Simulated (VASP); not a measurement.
## GW on GaAs

Wanted: how far GW moves the Kohn-Sham levels of GaAs. The cell is of the zinc-blende type, one of the forms listed for this formula. The start is a cell from a database of measured crystal structures.

Program: VASP 6.6.1. Level of theory: r2SCAN; plane waves and PAW (As_GW, Ga_d_GW), in the first sound run; inputs show where later runs differ. Results are calculated unless marked as measured.

### Step 1. Set-up

Symmetry: F-43m, No. 216, cubic system. Conventional cell: a = 5.654 Å, b = 5.654 Å, c = 5.654 Å, α = 90.00°, β = 90.00°, γ = 90.00°. Nearest to As lie 4 Ga at 2.45 Å. Nearest to Ga lie 4 As at 2.45 Å. Farther neighbours are not listed.

### Step 2. Empty bands

ALGO = Exact makes the empty bands from the converged ground state in one step. LOPTICS writes the k-derivatives of the orbitals (WAVEDER), which give the long-wavelength limit of the screening.

INCAR

```
SYSTEM = GaAs
PREC = Accurate
ENCUT = 430
ISMEAR = 0
SIGMA = 0.01
LREAL = .FALSE.
METAGGA = R2SCAN
LASPH = .TRUE.
NBANDS = 80
ALGO = Exact
NELM = 1
LWAVE = .TRUE.
LCHARG = .FALSE.
LOPTICS = .TRUE.
NEDOS = 1000
CSHIFT = 0.1
```

POSCAR

```
GaAs
1.0
    0.0000000000      2.8268500000      2.8268500000
    2.8268500000      0.0000000000      2.8268500000
    2.8268500000      2.8268500000      0.0000000000
As Ga
1 1
Direct
    0.7500000000      0.7500000000      0.7500000000
    0.0000000000      0.0000000000      0.0000000000
```

KPOINTS

```
Automatic mesh
0
Gamma
4 4 4
0 0 0
```

PAW data sets: As_GW and Ga_d_GW (PBE family, release 64).

Started as:

```sh
> mpirun -np 8 vasp_std
```

The log of the run:

```text
[banner, memory and clock lines left out]
running    8 mpi-ranks, on    1 nodes
 distrk:  each k-point on    8 cores,    1 groups
 distr:  one band on    1 cores,    8 groups

 POSCAR found type information on POSCAR AsGa
 POSCAR found :  2 types and       2 ions
|                                                                             |
|           W    W    AA    RRRRR   N    N  II  N    N   GGGG   !!!           |
|           W    W   A  A   R    R  NN   N  II  NN   N  G    G  !!!           |
|           W    W  A    A  R    R  N N  N  II  N N  N  G       !!!           |
|           W WW W  AAAAAA  RRRRR   N  N N  II  N  N N  G  GGG   !            |
|           WW  WW  A    A  R   R   N   NN  II  N   NN  G    G                |
|           W    W  A    A  R    R  N    N  II  N    N   GGGG   !!!           |
|                                                                             |
|     For optimal performance we recommend to set                             |
|       NCORE = 2 up to number-of-cores-per-socket                            |
|     NCORE specifies how many cores store one orbital (NPAR=cpu/NCORE).      |
|     This setting can greatly improve the performance of VASP for DFT.       |
|     The default, NCORE=1 might be grossly inefficient on modern             |
|     multi-core architectures or massively parallel machines. Do your        |
|     Unfortunately you need to use the default for GW and RPA                |
|     calculations (for HF NCORE is supported but not extensively tested      |
|     yet).                                                                   |
|                                                                             |

|                                                                             |
|               ----> ADVICE to this user running VASP <----                  |
|                                                                             |
|     You enforced a specific xc type in the INCAR file but a different       |
|     [... a line on the potential file left out ...]
|     I HOPE YOU KNOW WHAT YOU ARE DOING!                                     |
|                                                                             |

 LDA part: xc-table for (None), standard interpolation
 found WAVECAR, reading the header
  number of bands has changed, file:    15 present:    80
  trying to continue reading WAVECAR, but it might fail
 POSCAR, INCAR and KPOINTS ok, starting setup
 FFT: planning ... GRIDC
 FFT: planning ... GRID_SOFT
 FFT: planning ... GRID
 reading WAVECAR
 random initialization beyond band           15
 the WAVECAR file was read successfully
 initial charge from wavefunction
 entering main loop
       N       E                     dE             d eps       ncg     rms          rms(c)
DIA:   1    -0.269232047457E+02   -0.26923E+02    0.00000E+00     0   0.000E+00
   1 F= -.26923205E+02 E0= -.26923205E+02  d E =-.243985E-37
 writing wavefunctions
 optical routines
 imaginary and real dielectric function
 direction            1
 direction            2
 direction            3
```

The job ended after 5.2 s (8 MPI ranks of Intel Xeon 6975P-C (Granite Rapids), shared host; peak memory 1.1 GiB).

The logs omit lines about the potential files and the build; timing stands in the text.

From OUTCAR (step 2):

```text
ion  position               nearest neighbor table
   1  0.750  0.750  0.750-   2 2.45   2 2.45   2 2.45   2 2.45
   2  0.000  0.000  0.000-   1 2.45   1 2.45   1 2.45   1 2.45

  LATTYP: Found a face centered cubic cell.
 ALAT       =     5.6537000000

 Subroutine GETGRP returns: Found 24 space group operations
 (whereof 24 operations were pure point group operations)

The static configuration has the point symmetry T_d .

 Found      8 irreducible k-points:

   k-points           NKPTS =      8   k-points in BZ     NKDIM =      8   number of bands    NBANDS=     80

   dimension x,y,z NGX =    28 NGY =   28 NGZ =   28
   dimension x,y,z NGXF=    56 NGYF=   56 NGZF=   56

   ENCUT  =  430.0 eV  31.60 Ry    5.62 a.u.   6.76  6.76  6.76*2*pi/ulx,y,z

   NELECT =      18.0000    total number of electrons

 k-points in reciprocal lattice and weights: Automatic mesh
   0.00000000  0.00000000  0.00000000       0.016
   0.25000000  0.00000000  0.00000000       0.125
   0.50000000  0.00000000  0.00000000       0.062
   0.25000000  0.25000000  0.00000000       0.094
   0.50000000  0.25000000  0.00000000       0.375
  -0.25000000  0.25000000  0.00000000       0.188
   0.50000000  0.50000000  0.00000000       0.047
  -0.25000000  0.50000000  0.25000000       0.094

 average (electrostatic) potential at core
       1 -54.9043       2 -71.3250

 E-fermi :   3.7281

 k-point     1 :       0.0000    0.0000    0.0000
  band No.  band energies     occupation
    ...
      5     -11.5414      2.00000
      6      -9.5658      2.00000
      7       3.6395      2.00000
      8       3.6396      2.00000
      9       3.6396      2.00000
     10       4.6219      0.00000
     11       7.6581      0.00000
     12       7.6583      0.00000
     13       7.6583      0.00000
     14      11.8456      0.00000
    ...

 k-point     2 :       0.2500    0.0000    0.0000
  band No.  band energies     occupation
    ...
      5     -11.5407      2.00000
      6      -8.8376      2.00000
      7      -0.5617      2.00000
      8       2.9352      2.00000
      9       2.9353      2.00000
     10       5.4439      0.00000
     11       8.5623      0.00000
     12       8.5624      0.00000
     13      10.0747      0.00000
     14      13.1613      0.00000
    ...

 k-point     3 :       0.5000    0.0000    0.0000
  band No.  band energies     occupation
    ...
      5     -11.5369      2.00000
      6      -7.7127      2.00000
      7      -3.1874      2.00000
      8       2.4495      2.00000
      9       2.4496      2.00000
     10       4.9825      0.00000
     11       8.6039      0.00000
     12       8.6039      0.00000
     13      11.8958      0.00000
     14      14.7624      0.00000
    ...

  Total        0.1655182      0.1655182      0.1655182     -0.0000000     -0.0000000      0.0000000
  in kB        5.8697298      5.8697298      5.8697298     -0.0000000     -0.0000000      0.0000000
  external PRESSURE =       5.8697298 kB  Pullay stress =       0.0000000 kB

  energy-cutoff  :      430.00
  volume of cell :       45.18
      direct lattice vectors                 reciprocal lattice vectors
     0.000000000  2.826850000  2.826850000    -0.176875321  0.176875321  0.176875321
     2.826850000  0.000000000  2.826850000     0.176875321 -0.176875321  0.176875321
     2.826850000  2.826850000  0.000000000     0.176875321  0.176875321 -0.176875321

 POSITION                                       TOTAL-FORCE (eV/Angst)
 -----------------------------------------------------------------------------------
      4.24027      4.24027      4.24027        -0.000000     -0.000000     -0.000000
      0.00000      0.00000      0.00000         0.000000      0.000000      0.000000
 -----------------------------------------------------------------------------------
    total drift:                               -0.000329     -0.000329     -0.000321

  FREE ENERGIE OF THE ION-ELECTRON SYSTEM (eV)
  ---------------------------------------------------
  free  energy   TOTEN  =       -26.9232047457 eV

  energy  without entropy=      -26.9232047457  energy(sigma->0) =      -26.92320475

 plasma frequency squared (from intraband transitions) (eV^2)
  --------------------------------------------------------------------------------------
       0.000       0.000       0.000
       0.000       0.000       0.000
       0.000       0.000       0.000

[... 3 further parts left out ...]
```

The gap is read on the k-mesh alone, so it is an upper bound where the band edges lie off the mesh. The PAW data sets were made with PBE, which is usual practice but a small mismatch for other functionals.

A gap read on the k-mesh alone can miss the band edges.

This step gave:

| Property | Result |
| --- | --- |
| gap on the k-mesh | 0.9823 eV |
| least direct gap on the k-mesh | 0.9823 eV |

WAVECAR now holds 80 bands for 18 electrons. Its independent-particle dielectric tensor has xx, yy, zz = 36.9, 36.9, 36.9 on this mesh, which isn't tested for convergence in mesh or bands and lacks local fields. A value this large is set by the few k points at the smallest gap, and it enters the screening of any GW step.

### Step 3. G0W0, ENCUTGW 80, bands in the sums 80

This step: G0W0 on r2SCAN; plane waves and PAW (As_GW, Ga_d_GW) (VASP 6.6.1).

G0W0 keeps orbitals and screening fixed and shifts each of the lowest NBANDSGW levels once.

INCAR

```
SYSTEM = GaAs
PREC = Accurate
ENCUT = 430
ISMEAR = 0
SIGMA = 0.01
LREAL = .FALSE.
METAGGA = R2SCAN
LASPH = .TRUE.
NBANDS = 80
ALGO = EVGW0
NELMGW = 1
ENCUTGW = 80
NOMEGA = 64
PRECFOCK = Fast
NBANDSGW = 24
LWAVE = .FALSE.
LCHARG = .FALSE.
```

POSCAR is that of step 2.

KPOINTS is that of step 2.

Started as:

```sh
> mpirun -np 8 vasp_std
```

The log of the run:

```text
[banner, memory and clock lines left out]
running    8 mpi-ranks, on    1 nodes
 distrk:  each k-point on    8 cores,    1 groups
 distr:  one band on    1 cores,    8 groups

 POSCAR found type information on POSCAR AsGa
 POSCAR found :  2 types and       2 ions
 [... a notice as in an earlier step ...]

 [... a notice as in an earlier step ...]

|                                                                             |
|           W    W    AA    RRRRR   N    N  II  N    N   GGGG   !!!           |
|           W    W   A  A   R    R  NN   N  II  NN   N  G    G  !!!           |
|           W    W  A    A  R    R  N N  N  II  N N  N  G       !!!           |
|           W WW W  AAAAAA  RRRRR   N  N N  II  N  N N  G  GGG   !            |
|           WW  WW  A    A  R   R   N   NN  II  N   NN  G    G                |
|           W    W  A    A  R    R  N    N  II  N    N   GGGG   !!!           |
|                                                                             |
|     The default for ENCUTGWSOFT is different in this version of VASP.       |
|     please manually set ENCUTGWSOFT =80 in the INCAR file.                  |
|                                                                             |

 LDA part: xc-table for (None), standard interpolation
 found WAVECAR, reading the header
 POSCAR, INCAR and KPOINTS ok, starting setup
 FFT: planning ... GRIDC
 FFT: planning ... GRID_SOFT
 FFT: planning ... GRID
 reading WAVECAR
 the WAVECAR file was read successfully
 initial charge from wavefunction
 available memory per node:     32.72 GB, setting MAXMEM to     33502

 The Fermi energy was updated, please check that it is located mid-gap
 values below the HOMO (VB) or above the LUMO (CB) will cause erroneous energies
 E-fermi :   4.1307

 calculate exact exchange contribution
 the WAVEDER file was read successfully
energies w=
    0.000    0.000    0.407    0.000    0.814    0.000    1.219    0.000
    1.620    0.000    2.019    0.000    2.413    0.000    2.803    0.000
    3.188    0.000    3.568    0.000    3.942    0.000    4.311    0.000
    4.675    0.000    5.034    0.000    5.389    0.000    5.739    0.000
    6.086    0.000    6.430    0.000    6.771    0.000    7.111    0.000
    7.449    0.000    7.787    0.000    8.125    0.000    8.464    0.000
    8.805    0.000    9.149    0.000    9.497    0.000    9.850    0.000
   10.208    0.000   10.574    0.000   10.948    0.000   11.333    0.000
   11.728    0.000   12.137    0.000   12.560    0.000   13.002    0.000
   13.462    0.000   13.946    0.000   14.455    0.000   14.993    0.000
   15.565    0.000   16.176    0.000   16.831    0.000   17.537    0.000
   18.303    0.000   19.138    0.000   20.054    0.000   21.067    0.000
   22.195    0.000   23.460    0.000   24.892    0.000   26.528    0.000
   28.419    0.000   30.630    0.000   33.253    0.000   36.415    0.000
   40.302    0.000   45.194    0.000   51.534    0.000   60.068    0.000
   72.155    0.000   90.565    0.000  121.938    0.000  187.206    0.000
 responsefunction array rank=      80
 LDA part: xc-table for (None), standard interpolation

 min. memory requirement per mpi rank     84.4 MB, per node    674.9 MB

 allocating   8 responsefunctions rank=    80
 shmem allocating  64 responsefunctions rank=    80
 response function shared by NCSHMEM nodes    1
 Doing            8  frequencies on each core in blocks of           64
NQ=   1    0.0000    0.0000    0.0000,
|.........|.........|.........|.........|.........|.........|.........|.........
 performed        112000 updates of chi_q(r,r)
 total number of BLAS operations          3.80 Gflops
NQ=   2    0.2500    0.0000    0.0000,
|.........|.........|.........|.........|.........|.........|.........|.........
 performed        332000 updates of chi_q(r,r)
 total number of BLAS operations         11.94 Gflops
NQ=   3    0.5000    0.0000    0.0000,
|.........|.........|.........|.........|.........|.........|.........|.........
 performed        521000 updates of chi_q(r,r)
 total number of BLAS operations         20.69 Gflops
NQ=   4    0.2500    0.2500    0.0000,
|.........|.........|.........|.........|.........|.........|.........|.........
 performed        741000 updates of chi_q(r,r)
 total number of BLAS operations         30.86 Gflops
NQ=   5    0.5000    0.2500    0.0000,
|.........|.........|.........|.........|.........|.........|.........|.........
 performed       1045000 updates of chi_q(r,r)
 total number of BLAS operations         44.20 Gflops
NQ=   6   -0.2500    0.2500    0.0000,
|.........|.........|.........|.........|.........|.........|.........|.........
 performed       1318000 updates of chi_q(r,r)
 total number of BLAS operations         56.52 Gflops
NQ=   7    0.5000    0.5000    0.0000,
|.........|.........|.........|.........|.........|.........|.........|.........
 performed       1484000 updates of chi_q(r,r)
 total number of BLAS operations         65.03 Gflops
NQ=   8   -0.2500    0.5000    0.2500,
|.........|.........|.........|.........|.........|.........|.........|.........
 performed       1696000 updates of chi_q(r,r)
 total number of BLAS operations         72.89 Gflops
 resolving degeneracies of screened two electron integrals

 calculate QP shifts <psi_nk| G(iteration)W_0 |psi_nk>: iteration 1
 entering main loop
```

The job ended after 8.2 s (8 MPI ranks; peak memory 1.2 GiB).

Parts of OUTCAR (step 3):

```text
The static configuration has the point symmetry T_d .

 Found      8 irreducible k-points:

   k-points           NKPTS =      8   k-points in BZ     NKDIM =     64   number of bands    NBANDS=     80

   NELECT =      18.0000    total number of electrons

 E-fermi :   4.1307

 QP shifts <psi_nk| G(iteration)W_0 |psi_nk>: iteration 1
 for sc-GW calculations column KS-energies equals QP-energies in previous step
 and V_xc(KS)=  KS-energies - (<T + V_ion + V_H > + <T+V_H+V_ion>^1  + <V_x>^1)
 k-point   1 :       0.0000    0.0000    0.0000
  band No.  KS-energies  QP-energies   sigma(KS)   V_xc(KS)     V^pw_x(r,r')   Z            occupation Imag(sigma)
    ...
      6      -9.5658      -9.3838     -11.6141     -11.9006     -18.1042       0.6349       2.0000       0.8949
      7       3.6395       3.5829     -12.2542     -12.1818     -13.7902       0.7821       2.0000       0.0568
      8       3.6395       3.5829     -12.2542     -12.1818     -13.7902       0.7821       2.0000       0.0568
      9       3.6395       3.5829     -12.2542     -12.1818     -13.7902       0.7821       2.0000       0.0568
     10       4.6219       5.2046     -10.4924     -11.2390      -6.8882       0.7805       0.0000      -0.0595
     11       7.6583       7.8733      -9.6439      -9.9240      -5.5261       0.7679       0.0000      -0.0780
     12       7.6583       7.8733      -9.6439      -9.9240      -5.5261       0.7679       0.0000      -0.0780
     13       7.6583       7.8733      -9.6439      -9.9240      -5.5261       0.7679       0.0000      -0.0780
    ...

 k-point   2 :       0.2500    0.0000    0.0000
  band No.  KS-energies  QP-energies   sigma(KS)   V_xc(KS)     V^pw_x(r,r')   Z            occupation Imag(sigma)
    ...
      6      -8.8376      -8.6985     -12.0722     -12.2790     -18.3747       0.6726       2.0000       0.8704
      7      -0.5617      -0.6500     -11.5656     -11.4455     -14.1167       0.7349       2.0000       0.1204
      8       2.9352       2.8468     -11.9799     -11.8659     -13.6166       0.7753       2.0000       0.0580
      9       2.9352       2.8468     -11.9799     -11.8659     -13.6166       0.7753       2.0000       0.0580
     10       5.4439       5.8356      -9.9214     -10.4253      -6.2110       0.7773       0.0000      -0.0600
     11       8.5623       8.7619      -9.7199      -9.9817      -5.4004       0.7625       0.0000      -0.0977
     12       8.5623       8.7619      -9.7199      -9.9817      -5.4004       0.7625       0.0000      -0.0977
     13      10.0747      10.2842      -9.8720     -10.1510      -5.2830       0.7508       0.0000      -0.1423
    ...

 k-point   3 :       0.5000    0.0000    0.0000
  band No.  KS-energies  QP-energies   sigma(KS)   V_xc(KS)     V^pw_x(r,r')   Z            occupation Imag(sigma)
    ...
      6      -7.7127      -7.5931     -12.6999     -12.8744     -18.6755       0.6854       2.0000       0.7634
      7      -3.1874      -3.2973     -10.9968     -10.8407     -14.6906       0.7042       2.0000       0.2863
      8       2.4496       2.3434     -11.8857     -11.7472     -13.6832       0.7663       2.0000       0.0620
      9       2.4496       2.3434     -11.8857     -11.7472     -13.6832       0.7663       2.0000       0.0620
     10       4.9825       5.3381      -9.8433     -10.2987      -6.2304       0.7808       0.0000      -0.0589
     11       8.6039       8.7220      -9.3843      -9.5391      -5.0461       0.7625       0.0000      -0.0974
     12       8.6039       8.7220      -9.3843      -9.5391      -5.0461       0.7625       0.0000      -0.0974
     13      11.8958      11.5751      -7.6694      -7.2511      -2.5318       0.7667       0.0000      -0.2254
    ...

[... 7 parts as in an earlier step ...]

[... 5 further parts left out ...]
```

This step gave:

| Item | Value |
| --- | --- |
| quasiparticle gap on the mesh | 1.622 eV |
| smallest direct quasiparticle gap on the mesh | 1.622 eV |
| gap of the starting orbitals on the mesh | 0.9824 eV |

GW takes the gap from 0.982 to 1.622 eV. Spin-orbit coupling is left out. The value holds for 80 bands, ENCUTGW = 80 eV and this mesh, and isn't shown to be converged in them.

[end of part 1 of 4]

[Lines on the potential files, build, host, timing and source positions are cut from VASP's logs without a mark.]

[Logs are printed without paths, hosts, clocks, repeated set-up lines and the standing remarks that a program may print on its own settings, such as how far it seeks lower states.]

[Hosts, paths, dates, database ids (printed as entryN), source tags and the programs' standing remarks are cut or masked in the printed files.]

[Pressures printed for these runs are not shown converged in the cutoff: they can be off by several GPa and have the wrong sign.]
